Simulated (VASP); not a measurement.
# OSiClBrH2 in VASP: reference runs

Aim: a first look at OSiClBrH2 with PBE, on the cell as given.

Program: VASP 6.6.1. These are calculated values, not measurements. Logs are shortened: lines on timing, memory, paths and dates and some standing lists are left out, and cuts for length are marked.

### 1 The structure

The cell holds a molecule in a box, 6 atoms: a = 12.000 Å, b = 13.000 Å, c = 12.000 Å, α = 90.00°, β = 90.00°, γ = 90.00°.

### 2 Single point, PBE

INCAR reads:

```
SYSTEM = SiH2BrClO
ALGO = Normal
EDIFF = 1E-7
ENCUT = 520
GGA = PE
ISIF = 2
ISMEAR = 0
LASPH = .TRUE.
LCHARG = .FALSE.
LREAL = .FALSE.
LWAVE = .FALSE.
NBANDS = 22
NELM = 60
PREC = Accurate
SIGMA = 0.01
```

KPOINTS reads:

```
k-points
0
G
  1 1 1
  0 0 0
```

POSCAR reads:

```
SiH2BrClO
1.0
   12.0000000000      0.0000000000      0.0000000000
    0.0000000000     13.0000000000      0.0000000000
    0.0000000000      0.0000000000     12.0000000000
O Si Cl Br H
1 1 1 1 2
Direct
    0.6213375000      0.5950576900      0.4677791700
    0.5622875000      0.4887961500      0.5068375000
    0.5857875000      0.3746961500      0.3923208300
    0.3808291700      0.5096653800      0.5282375000
    0.5959625000      0.6285346200      0.4012041700
    0.6129291700      0.4588576900      0.6133458300
```

Potentials or basis: VASP PAW PBE potentials, release 64 (O, Si, Cl, Br, H).

Command:

```console
$ cat potpaw_PBE.64/O/POTCAR potpaw_PBE.64/Si/POTCAR potpaw_PBE.64/Cl/POTCAR potpaw_PBE.64/Br/POTCAR potpaw_PBE.64/H/POTCAR > POTCAR
$ mpirun -np 1 vasp_gam > vasp.out
```

OUTCAR:

```text
SYSTEM = SiH2BrClO
   EDIFF = 1E-7
   ENCUT = 520
   GGA = PE
   ISIF = 2
   ISMEAR = 0
   LASPH = .TRUE.
   LREAL = .FALSE.
   NELM = 60
   PREC = Accurate

 ion  position               nearest neighbor table
   1  0.621  0.595  0.468-   5 0.96   2 1.62
   2  0.562  0.489  0.507-   6 1.47   1 1.62   3 2.04   4 2.21
   3  0.586  0.375  0.392-   2 2.04
   4  0.381  0.510  0.528-   2 2.21
   5  0.596  0.629  0.401-   1 0.96
   6  0.613  0.459  0.613-   2 1.47

  LATTYP: Found a simple tetragonal cell.
 ALAT       =    12.0000000000
 C/A-ratio  =     1.0833333333

  Lattice vectors:

 A1 = ( -12.0000000000,   0.0000000000,   0.0000000000)
 A2 = (   0.0000000000,   0.0000000000,  12.0000000000)
 A3 = (   0.0000000000,  13.0000000000,   0.0000000000)

Analysis of symmetry for initial positions (statically):
=====================================================================
 Subroutine PRICEL returns:
 Original cell was already a primitive cell.

 Routine SETGRP: Setting up the symmetry group for a
 simple tetragonal supercell.

 Subroutine GETGRP returns: Found  1 space group operations
 (whereof  1 operations were pure point group operations)
 out of a pool of 16 trial point group operations.

The static configuration has the point symmetry C_1 .

Analysis of symmetry for dynamics (positions and initial velocities):
=====================================================================
 Subroutine PRICEL returns:
 Original cell was already a primitive cell.

 Routine SETGRP: Setting up the symmetry group for a
 simple tetragonal supercell.

 Subroutine GETGRP returns: Found  1 space group operations
 (whereof  1 operations were pure point group operations)
 out of a pool of 16 trial point group operations.

The dynamic configuration has the point symmetry C_1 .

 Subroutine INISYM returns: Found  1 space group operations
 (whereof  1 operations are pure point group operations),
 and found     1 'primitive' translations

----------------------------------------------------------------------------------------

                                     Primitive cell

  volume of cell :    1872.0000

  direct lattice vectors                    reciprocal lattice vectors
    12.000000000  0.000000000  0.000000000     0.083333333  0.000000000  0.000000000
     0.000000000 13.000000000  0.000000000     0.000000000  0.076923077  0.000000000
     0.000000000  0.000000000 12.000000000     0.000000000  0.000000000  0.083333333

  length of vectors
    12.000000000 13.000000000 12.000000000     0.083333333  0.076923077  0.083333333

  position of ions in fractional coordinates (direct lattice)
     0.621337500  0.595057690  0.467779170
     0.562287500  0.488796150  0.506837500
     0.585787500  0.374696150  0.392320830
     0.380829170  0.509665380  0.528237500
     0.595962500  0.628534620  0.401204170
     0.612929170  0.458857690  0.613345830

  ion indices of the primitive-cell ions
   primitive index   ion index
                 1           1
                 2           2
                 3           3
                 4           4
                 5           5
                 6           6

----------------------------------------------------------------------------------------

 KPOINTS: k-points

Automatic generation of k-mesh.
 Grid dimensions read from file:
 generate k-points for:    1    1    1

 Generating k-lattice:

  Cartesian coordinates                     Fractional coordinates (reciprocal lattice)
     0.083333333  0.000000000  0.000000000     1.000000000  0.000000000  0.000000000
     0.000000000  0.076923077  0.000000000     0.000000000  1.000000000  0.000000000
     0.000000000  0.000000000  0.083333333     0.000000000  0.000000000  1.000000000

  Length of vectors
     0.083333333  0.076923077  0.083333333

  Shift w.r.t. Gamma in fractional coordinates (k-lattice)
     0.000000000  0.000000000  0.000000000

 Subroutine IBZKPT returns following result:
 ===========================================

 Found      1 irreducible k-points:

 Following reciprocal coordinates:
            Coordinates               Weight
  0.000000  0.000000  0.000000      1.000000
   k-points           NKPTS =      1   k-points in BZ     NKDIM =      1   number of bands    NBANDS=     22
   number of dos      NEDOS =    301   number of ions     NIONS =      6
   total plane-waves  NPLWV = 793800
   dimension x,y,z NGX =    90 NGY =   98 NGZ =   90
   dimension x,y,z NGXF=   180 NGYF=  196 NGZF=  180
   ions per type =               1   1   1   1   2
   NGX,Y,Z   is equivalent  to a cutoff of  12.47, 12.53, 12.47 a.u.
   NGXF,Y,Z  is equivalent  to a cutoff of  24.94, 25.06, 24.94 a.u.
 SYSTEM =  SiH2BrClO
   PREC   = accura    normal or accurate (medium, high low for compatibility)
   ISTART =      0    job   : 0-new  1-cont  2-samecut
   ICHARG =      2    charge: 1-file 2-atom 10-const
   ISPIN  =      1    spin polarized calculation?
   LNONCOLLINEAR =      F non collinear calculations
   LSORBIT =      F    spin-orbit coupling
   LASPH  =      T    aspherical Exc in radial PAW
   ENCUT  =  520.0 eV  38.22 Ry    6.18 a.u.  22.31 24.17 22.31*2*pi/ulx,y,z
   NELM   =     60;   NELMIN=  2; NELMDL= -5     # of ELM steps
   EDIFF  = 0.1E-06   stopping-criterion for ELM
   LREAL  =      F    real-space projection
   EDIFFG = 0.1E-05   stopping-criterion for IOM
   NSW    =      0    number of steps for IOM
   IBRION =     -1    ionic relax: 0-MD 1-quasi-New 2-CG
   NFREE  =      0    steps in history (QN), initial steepest desc. (CG)
   ISIF   =      2    stress and relaxation
   ISYM   =      2    0-nonsym 1-usesym 2-fastsym
   POTIM  = 0.5000    time-step for ionic-motion
   TEBEG  =    0.0;   TEEND  =   0.0 temperature during run
   PSTRESS=    0.0 pullay stress
   NELECT =      26.0000    total number of electrons
   NUPDOWN=      -1.0000    fix difference up-down
   EMIN   =  10.00;   EMAX   =-10.00  energy-range for DOS
   EFERMI =   0.00;   METHOD = LEGACY
   ISMEAR =     0;   SIGMA  =   0.01  broadening in eV -4-tet -1-fermi 0-gaus
   EFERMI_NEDOS =   21; number of points for ismear=-14 and -15
   IALGO  =     38    algorithm
   IMIX   =      4    mixing-type and parameters
     AMIX     =   0.40;   BMIX     =  1.00
     AMIX_MAG =   1.60;   BMIX_MAG =  1.00
  volume/ion in A,a.u.               =     312.00      2105.48
  Fermi-wavevector in a.u.,A,eV,Ry     =   0.393517  0.743640  2.106944  0.154856
  Thomas-Fermi vector in A             =   1.337630
   LORBIT       =      0    0 simple, 1 ext, 2 COOP (PROOUT), +10 PAW based schemes
   GGA     = PE    functional components
   LHFCALC =     F    Hartree Fock is set to
   AEXX    =    0.0000 exact exchange contribution
   IVDW    =     0    specifies the selected vdW correction
   LEPSILON=     F    determine dielectric tensor
   LRPA    =     F    only Hartree local field effects (RPA)
 non-spin polarized calculation
 Gauss-broadening in eV      SIGMA  =   0.01
  energy-cutoff  :      520.00
  volume of cell :     1872.00
 maximum number of plane-waves:     25235
 NGX is ok and might be reduce to    90
   NGX = 45   NGY = 49   NGZ = 45

 number of electron      26.0000000 magnetization

 Free energy of the ion-electron system (eV)
  ---------------------------------------------------
  ext. energy  EPLUGINS =         0.00000000
  ---------------------------------------------------
  free energy    TOTEN  =       -26.54388223 eV

  energy without entropy =      -26.54388223  energy(sigma->0) =      -26.54388223

 E-fermi :  -6.9530     XC(G=0):  -0.8769

 val. band max:       -7.0114034178   @ k =   0.0000   0.0000   0.0000
 cond. band min:      -0.8052382720   @ k =   0.0000   0.0000   0.0000
 fundamental gap:      6.2061651457
 Fermi energy:        -6.9529561874

 k-point     1 :       0.0000    0.0000    0.0000
  band No.  band energies     occupation
      1     -25.6501      2.00000
      2     -20.7655      2.00000
      3     -19.8769      2.00000
      4     -14.3533      2.00000
      5     -11.7750      2.00000
      6     -10.0070      2.00000
      7      -9.9238      2.00000
      8      -8.9074      2.00000
      9      -8.2865      2.00000
     10      -7.9223      2.00000
     11      -7.7097      2.00000
     12      -7.1858      2.00000
     13      -7.0114      2.00000
     14      -0.8052      0.00000
     15      -0.6108      0.00000
     16      -0.0079      0.00000
     17       0.0461      0.00000
     18       0.4863      0.00000
     19       0.7286      0.00000
     20       0.8660      0.00000
     21       0.9069      0.00000
     22       0.9619      0.00000

------------------------ aborting loop because EDIFF is reached ----------------------------------------

  FORCE on cell =-STRESS in cart. coord.  units (eV):
  Direction    XX          YY          ZZ          XY          YZ          ZX
  --------------------------------------------------------------------------------------
  -------------------------------------------------------------------------------------
  Total        0.7711433      1.0403747      0.7600361      0.1214041     -0.2004293     -0.0451950
  in kB        0.6599938      0.8904192      0.6504875      0.1039054     -0.1715402     -0.0386808
  external PRESSURE =       0.7336335 kB  Pullay stress =       0.0000000 kB

 VOLUME and BASIS-vectors are now :
 -----------------------------------------------------------------------------
  energy-cutoff  :      520.00
  volume of cell :     1872.00
      direct lattice vectors                 reciprocal lattice vectors
    12.000000000  0.000000000  0.000000000     0.083333333  0.000000000  0.000000000
     0.000000000 13.000000000  0.000000000     0.000000000  0.076923077  0.000000000
     0.000000000  0.000000000 12.000000000     0.000000000  0.000000000  0.083333333

 POSITION                                       TOTAL-FORCE (eV/Angst)
 -----------------------------------------------------------------------------------
      7.45605      7.73575      5.61335         0.404662      0.193166      0.308837
      6.74745      6.35435      6.08205        -0.132308     -0.274290      0.139367
      7.02945      4.87105      4.70785         0.051203     -0.205860     -0.162979
      4.56995      6.62565      6.33885        -0.253322      0.025732      0.049730
      7.15155      8.17095      4.81445        -0.145088      0.287842     -0.457635
      7.35515      5.96515      7.36015         0.074853     -0.026589      0.122681
 -----------------------------------------------------------------------------------
    total drift:                               -0.000646     -0.000326      0.000919

  FREE ENERGIE OF THE ION-ELECTRON SYSTEM (eV)
  ---------------------------------------------------
  free  energy   TOTEN  =       -26.5438822273 eV

  energy  without entropy=      -26.5438822273  energy(sigma->0) =      -26.54388223
```

Wall time 3 min (1 thread of Intel Xeon Platinum 8488C (Sapphire Rapids), shared host); peak memory 1.4 GiB.

Results:

```yaml
Free_energy: -26.5439 eV
Largest_force: 0.560 eV/Å
Gap_between_the_frontier_levels: 6.21 eV
```

Forces in eV/Å, atoms in the order of the input:
```
O    0.405  0.193  0.309
Si  -0.132 -0.274  0.139
Cl   0.051 -0.206 -0.163
Br  -0.253  0.026  0.050
H   -0.145  0.288 -0.458
H    0.075 -0.027  0.123
```

Levels at points of the mesh, in eV from the valence-band top:
| k point | band 11 | band 12 | band 13 | band 14 | band 15 | band 16 |
| --- | --- | --- | --- | --- | --- | --- |
| (0.00, 0.00, 0.00) | -0.70 | -0.17 | 0.00 | 6.21 | 6.40 | 7.00 |
